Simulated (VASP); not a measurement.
Data:

```
AuZn
1.0
    3.18770     0.00000     0.00000
    0.00000     3.18770     0.00000
    0.00000     0.00000     3.18770
Zn Au
1 1
Cartesian
  1.59385   1.59385   1.59385
  0.00000   0.00000   0.00000
```

All values below come from PBE GGA, VASP's PBE PAW potentials (set 64) (plane waves; VASP). Run with 500 eV cut-off, 11×11×11 Γ-centred mesh, first-order Methfessel-Paxton smearing of 0.10 eV, potentials Zn Au.

Energy and stress use the plane-wave basis of the starting cell.

Q: The ions, cell shape and volume at an external pressure of 5.0 GPa are relaxed. What does this cell relax into?

A: 
```
AuZn
1.0
    3.14728     0.00000     0.00000
    0.00000     3.14728     0.00000
    0.00000     0.00000     3.14728
Zn Au
1 1
Direct
  0.50000   0.50000   0.50000
  0.00000   0.00000   0.00000
```
Space group Pm-3m (221), at a tolerance of 0.03 Å.

Q: How do energy and volume change from the first to the last step?

A: The energy (σ→0) changes by +9.0 meV/atom and the volume by -3.8 %, in 3 ionic steps.

The compound is AuZn in the CsCl type structure. This run relaxes it under an external pressure of 5 GPa. Symmetry was kept, so distortions that lower it aren't found. The electron count is odd and the run is not spin-polarised, which forces a metal.
